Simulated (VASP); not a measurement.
Energy against volume of Ta (bcc). Level of theory: vdW-DF2, VASP's PBE PAW potentials (set 64) (plane waves; VASP). Settings: 520 eV cut-off, 15×15×15 Γ-centred mesh, first-order Methfessel-Paxton smearing of 0.10 eV, potentials Ta_pv.

```
V (Å³/atom)  E (eV/atom)
-----------  -----------
18.737          -7.94445
19.317          -7.95400
19.896          -7.94433
20.476          -7.91802
```

Q: Fit these four points and predict the energy of the run at 18.158 Å³/atom.

A: A cubic in V^(−2/3), the third-order Birch-Murnaghan form, passes through the four points with V0 = 19.30 Å³/atom and B0 = 177 GPa, and gives -7.9127 eV/atom there. The run gave -7.9124 eV/atom, +0.3 meV/atom from the fit; all five points give B0 = 178 GPa.

The compound is Ta in the bcc structure. It was relaxed first, which changed the volume by +7 %.
